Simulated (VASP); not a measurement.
Data:

```
CELL_PARAMETERS angstrom
      0.00000     3.13346     3.13346
      3.13346     0.00000     3.13346
      3.13346     3.13346     0.00000
ATOMIC_POSITIONS crystal
  Nb 0.00000 0.00000 0.00000
  Sb 0.25000 0.25000 0.25000
```

These are r2SCAN meta-GGA, VASP's PBE PAW potentials (set 64) (plane waves; VASP) values and carry that method's errors. Run with 400 eV cut-off, 9×9×9 Γ-centred mesh, first-order Methfessel-Paxton smearing of 0.10 eV, potentials Nb_sv Sb.

Unless said otherwise, spin-orbit coupling is left out, though it shifts the bands of the heavy elements here.

Question: What does the run give for the energy per atom (σ→0), band gap (on the k-mesh) with the smallest direct gap where there is one?

Answer: 
| Quantity | Result |
|---|---|
| band gap (on the k-mesh) | none (metal, semimetal or under 0.01 eV) |
| energy per atom (σ→0) | -2356.9 kJ/mol-atom |

The structure was generated: NbSb was put into the zinc blende type (F-43m), which need not be its known phase. It was relaxed first, which changed the volume by -28 %. The start is the result of an earlier pass.
